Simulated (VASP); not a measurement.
Output of a VASP run:

**OUTCAR**
```
 ion  position               nearest neighbor table
   1  0.000  0.000  0.319-
   2  0.667  0.333  0.359-
   3  0.333  0.667  0.400-
   4  0.000  0.000  0.440-
   5  0.667  0.333  0.480-
   6  0.333  0.667  0.520-
   7  0.000  0.000  0.560-
   8  0.667  0.333  0.600-
   9  0.333  0.667  0.641-
  10  0.000  0.000  0.681-
  LATTYP: Found a hexagonal cell.
 ALAT       =     4.8450148046
 C/A-ratio  =     5.0803826481
 Subroutine PRICEL returns:
 Original cell was already a primitive cell.
 Subroutine GETGRP returns: Found 12 space group operations
The static configuration has the point symmetry D_3d.
The dynamic configuration has the point symmetry D_3d.
 Subroutine INISYM returns: Found 12 space group operations
 Subroutine IBZKPT returns following result:
 Found      8 irreducible k-points:

 Following reciprocal coordinates:
            Coordinates               Weight
  0.000000  0.000000  0.000000      1.000000
  0.142857  0.000000  0.000000      6.000000
  0.285714 -0.000000  0.000000      6.000000
  0.428571  0.000000  0.000000      6.000000
  0.142857  0.142857  0.000000      6.000000
  0.285714  0.142857  0.000000     12.000000
  0.428571  0.142857  0.000000      6.000000
  0.285714  0.285714  0.000000      6.000000
   k-points           NKPTS =      8   k-points in BZ     NKDIM =      8   number of bands    NBANDS=     21
   number of dos      NEDOS =    301   number of ions     NIONS =     10
   total plane-waves  NPLWV = 100352
   dimension x,y,z NGX =    28 NGY =   28 NGZ =  128
   dimension x,y,z NGXF=    56 NGYF=   56 NGZF=  256
   ions per type =              10
   PREC   = normal    normal or accurate (medium, high low for compatibility)
   ISTART =      0    job   : 0-new  1-cont  2-samecut
   ICHARG =      2    charge: 1-file 2-atom 10-const
   ISPIN  =      1    spin polarized calculation?
   LNONCOLLINEAR =      F non collinear calculations
   LSORBIT =      F    spin-orbit coupling
   INIWAV =      1    electr: 0-lowe 1-rand  2-diag
   ENCUT  =  450.0 eV  33.07 Ry    5.75 a.u.   8.38  8.38 42.57*2*pi/ulx,y,z
   NELM   =    100;   NELMIN=  4; NELMDL= -5     # of ELM steps
   EDIFF  = 0.1E-04   stopping-criterion for ELM
   LREAL  =      F    real-space projection
   NLSPLINE    = F    spline interpolate recip. space projectors
   LMAXMIX     =    2 max onsite mixed and CHGCAR
   VOSKOWN=      0    Vosko Wilk Nusair interpolation
   EDIFFG = -.3E-01   stopping-criterion for IOM
   NSW    =     50    number of steps for IOM
   NBLOCK =      1;   KBLOCK =     50    inner block; outer block
   IBRION =      2    ionic relax: 0-MD 1-quasi-New 2-CG
   NFREE  =      1    steps in history (QN), initial steepest desc. (CG)
   ISIF   =      2    stress and relaxation
   ISYM   =      2    0-nonsym 1-usesym 2-fastsym
   TEIN   =    0.0    initial temperature
   TEBEG  =    0.0;   TEEND  =   0.0 temperature during run
   SMASS  =  -3.00    Nose mass-parameter (am)
   PSTRESS=    0.0 pullay stress
   NELECT =      30.0000    total number of electrons
   EFERMI =   0.00;   METHOD = LEGACY
   ISMEAR =     1;   SIGMA  =   0.10  broadening in eV -4-tet -1-fermi 0-gaus
   IALGO  =     38    algorithm
   LDIAG  =      T    sub-space diagonalisation (order eigenvalues)
   IMIX   =      4    mixing-type and parameters
     AMIX     =   0.40;   BMIX     =  1.00
     AMIX_MAG =   1.60;   BMIX_MAG =  1.00
     AMIN     =   0.10
   GGA     = PS    functional components
   VOSKOWN =     0    Vosko Wilk Nusair interpolation
   LHFCALC =     F    Hartree Fock is set to
   LHFONE  =     F    Hartree Fock one center treatment
   AEXX    =    0.0000 exact exchange contribution
   IVDW    =     0    specifies the selected vdW correction
   LEPSILON=     F    determine dielectric tensor
...
```

### OSZICAR
```
...
DAV:   5    -0.182354181566E+02   -0.24635E-04   -0.56845E-04   436   0.199E-01    0.468E-02
DAV:   6    -0.182354058162E+02    0.12340E-04   -0.16404E-04   506   0.836E-02    0.299E-02
DAV:   7    -0.182353996683E+02    0.61479E-05   -0.46154E-06   223   0.162E-02
   7 F= -.18235400E+02 E0= -.18235657E+02  d E =-.115648E-01
       N       E                     dE             d eps       ncg     rms          rms(c)
DAV:   1    -0.176672815257E+02    0.56812E+00   -0.14972E+02   346   0.103E+02    0.167E+00
DAV:   2    -0.181925013485E+02   -0.52522E+00   -0.55456E+00   432   0.147E+01    0.378E-01
DAV:   3    -0.182583038686E+02   -0.65803E-01   -0.58762E-01   585   0.448E+00    0.447E-01
DAV:   4    -0.182604110440E+02   -0.21072E-02   -0.33053E-02   545   0.102E+00    0.422E-01
DAV:   5    -0.182570876483E+02    0.33234E-02   -0.30874E-03   542   0.421E-01    0.156E-01
DAV:   6    -0.182572924114E+02   -0.20476E-03   -0.60996E-03   545   0.512E-01    0.204E-01
DAV:   7    -0.182569337134E+02    0.35870E-03   -0.14781E-03   514   0.263E-01    0.130E-01
DAV:   8    -0.182567750611E+02    0.15865E-03   -0.31348E-04   609   0.159E-01    0.542E-02
DAV:   9    -0.182567978243E+02   -0.22763E-04   -0.28643E-04   515   0.934E-02    0.149E-02
DAV:  10    -0.182568079088E+02   -0.10084E-04   -0.83989E-05   498   0.453E-02    0.184E-02
DAV:  11    -0.182568067920E+02    0.11168E-05   -0.18989E-06   234   0.107E-02
   8 F= -.18256807E+02 E0= -.18256667E+02  d E =-.329720E-01
       N       E                     dE             d eps       ncg     rms          rms(c)
DAV:   1    -0.182242460605E+02    0.32562E-01   -0.15697E+01   336   0.328E+01    0.321E-01
DAV:   2    -0.182547721261E+02   -0.30526E-01   -0.30979E-01   373   0.416E+00    0.638E-02
DAV:   3    -0.182581399520E+02   -0.33678E-02   -0.30006E-02   635   0.960E-01    0.721E-02
DAV:   4    -0.182582239505E+02   -0.83998E-04   -0.46739E-04   513   0.123E-01    0.530E-02
DAV:   5    -0.182582536719E+02   -0.29721E-04   -0.50152E-04   433   0.196E-01    0.458E-02
DAV:   6    -0.182582435692E+02    0.10103E-04   -0.13895E-04   491   0.850E-02    0.247E-02
DAV:   7    -0.182582411608E+02    0.24083E-05   -0.42683E-06   208   0.151E-02
   9 F= -.18258241E+02 E0= -.18258094E+02  d E =-.344063E-01
       N       E                     dE             d eps       ncg     rms          rms(c)
DAV:   1    -0.182551722903E+02    0.30713E-02   -0.16034E+00   336   0.105E+01    0.894E-02
DAV:   2    -0.182581085608E+02   -0.29363E-02   -0.29248E-02   370   0.131E+00    0.211E-02
DAV:   3    -0.182583243034E+02   -0.21574E-03   -0.19848E-03   619   0.261E-01    0.158E-02
DAV:   4    -0.182583371400E+02   -0.12837E-04   -0.49712E-05   399   0.404E-02    0.103E-02
DAV:   5    -0.182583403728E+02   -0.32329E-05   -0.29453E-05   332   0.520E-02
  10 F= -.18258340E+02 E0= -.18258190E+02  d E =-.345055E-01
       N       E                     dE             d eps       ncg     rms          rms(c)
DAV:   1    -0.182535671699E+02    0.47700E-02   -0.38676E+00   336   0.162E+01    0.123E-01
DAV:   2    -0.182590731481E+02   -0.55060E-02   -0.56044E-02   349   0.188E+00    0.344E-02
DAV:   3    -0.182595103426E+02   -0.43719E-03   -0.44595E-03   583   0.395E-01    0.223E-02
DAV:   4    -0.182595274293E+02   -0.17087E-04   -0.96974E-05   521   0.644E-02    0.148E-02
DAV:   5    -0.182595303266E+02   -0.28972E-05   -0.16008E-05   280   0.357E-02
  11 F= -.18259530E+02 E0= -.18259179E+02  d E =-.118995E-02
```

**OUTCAR**
```
------------------------ aborting loop because EDIFF is reached ----------------------------------------
  FORCE on cell =-STRESS in cart. coord.  units (eV):
  Direction    XX          YY          ZZ          XY          YZ          ZX
  --------------------------------------------------------------------------------------
  Total       -2.1554567     -2.1554574     -1.7176354      0.0000003     -0.0000000     -0.0000000
  in kB       -6.9014038     -6.9014060     -5.4995748      0.0000008     -0.0000000     -0.0000000
  external PRESSURE =      -6.4341282 kB  Pullay stress =       0.0000000 kB
  volume of cell :      500.39
      direct lattice vectors                 reciprocal lattice vectors
     4.845014805  0.000000000  0.000000000     0.206397718  0.119163783  0.000000000
    -2.422507893  4.195906577  0.000000000     0.000000000  0.238327518  0.000000000
     0.000000000  0.000000000 24.614529143     0.000000000  0.000000000  0.040626412
 POSITION                                       TOTAL-FORCE (eV/Angst)
 -----------------------------------------------------------------------------------
      4.84501      0.00000      7.72814         0.000000      0.000000      0.006761
      2.42251      1.39863      9.08984        -0.000000      0.000000      0.008257
     -0.00000      2.79727      9.59383         0.000000      0.000000     -0.004429
      4.84501      0.00000     10.72198         0.000000     -0.000000      0.010832
      2.42251      1.39863     12.00445         0.000000     -0.000000     -0.000464
     -0.00000      2.79727     12.61008        -0.000000      0.000000      0.000464
      4.84501      0.00000     13.89255         0.000000      0.000000     -0.010832
      2.42251      1.39863     15.02070        -0.000000     -0.000000      0.004429
     -0.00000      2.79727     15.52468        -0.000000     -0.000000     -0.008257
      4.84501      0.00000     16.88639         0.000000      0.000000     -0.006761
 -----------------------------------------------------------------------------------
    total drift:                                0.000000      0.000000      0.000000
  FREE ENERGIE OF THE ION-ELECTRON SYSTEM (eV)
  ---------------------------------------------------
  free  energy   TOTEN  =       -18.2595303266 eV

  energy  without entropy=      -18.2584774417  energy(sigma->0) =      -18.25917936

 reached required accuracy - stopping structural energy minimisation
```
(Selected blocks of OUTCAR.)

POSCAR:
```
Li(111) slab
1
    4.8450148046     0.0000000000    -0.0000000000
   -2.4225078931     4.1959065768    -0.0000000000
    0.0000000000    -0.0000000000    24.6145291432
Li
10
Direct
  0.0000000000   0.0000000000   0.3191950000
  0.6666670000   0.3333330000   0.3593740000
  0.3333330000   0.6666670000   0.3995530000
  0.0000000000   0.0000000000   0.4397320000
  0.6666670000   0.3333330000   0.4799110000
  0.3333330000   0.6666670000   0.5200890000
  0.0000000000   0.0000000000   0.5602680000
  0.6666670000   0.3333330000   0.6004470000
  0.3333330000   0.6666670000   0.6406260000
  0.0000000000   0.0000000000   0.6808050000
```

### Question
Write an INCAR and KPOINTS that could have produced this output.

### Answer
One answer among several that fit: the input of the run itself, PBEsol GGA, plane waves, VASP's PBE PAW potentials (set 64).

**INCAR**
```
SYSTEM = Li(111) slab
PREC = Normal; ENCUT = 450; LREAL = F
LASPH = T
EDIFF = 1E-5; NELM = 100; NELMIN = 4
ALGO = Normal
ISMEAR = 1; SIGMA = 0.1
GGA = PS
IBRION = 2; NSW = 50; ISIF = 2
EDIFFG = -0.03
LWAVE = T; LCHARG = F
DIPOL = 0.5 0.5 0.5
LDIPOL = T; IDIPOL = 3
```

KPOINTS:
```
Automatic mesh
0
Gamma
7 7 1
0 0 0
```

POTCAR, in this order: Li_sv (PBE.64 set). Program: vasp_std.

At this cut-off the stress carries a Pulay error, which pulls relaxed volumes low.

The cell is a thin slab with vacuum, built from Li (bcc): (111) face.
